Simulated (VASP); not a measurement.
```
Tc2B
1.0
    3.96666     0.00000     0.00000
   -1.98333     3.43522     0.00000
    0.00000     0.00000     4.86024
B Tc
2 4
Direct
  0.33333   0.66667   0.25000
  0.66667   0.33333   0.75000
  0.00000   0.00000   0.00000
  0.00000   0.00000   0.50000
  0.33333   0.66667   0.75000
  0.66667   0.33333   0.25000
```

Level of theory: PBE GGA, VASP's PBE PAW potentials (set 64) (plane waves; VASP). Run with 400 eV cut-off, 6×6×5 Γ-centred mesh, Fermi-Dirac smearing of 0.10 eV, potentials B Tc_pv.

At this cut-off the stress carries a Pulay error, which pulls relaxed volumes low. Energy and stress use the plane-wave basis of the starting cell.

### Question
The ions, cell shape and volume are relaxed. What does this cell relax into?

### Answer

```
Tc2B
1.0
    4.14332     0.00000     0.00000
   -2.07166     3.58822     0.00000
    0.00000     0.00000     4.76958
B Tc
2 4
Direct
  0.33333   0.66667   0.25000
  0.66667   0.33333   0.75000
  0.00000   0.00000   0.00000
  0.00000   0.00000   0.50000
  0.33333   0.66667   0.75000
  0.66667   0.33333   0.25000
```
Space group P6_3/mmc (194), at a tolerance of 0.03 Å.

### Question
How do energy and volume change from the first to the last step?

### Answer
The energy (σ→0) changes by -68.6 meV/atom and the volume by +7.1 %, in 9 ionic steps.

The structure was generated: Tc2B was put into an ordered model structure, which need not be its known phase. This run relaxes it. Symmetry was kept, so distortions that lower it aren't found. The run is one of a series of settings (EDIFFG = -0.01, IBRION = 2, ISIF = 3, NSW = 50 against the base run), some of them coarse on purpose.
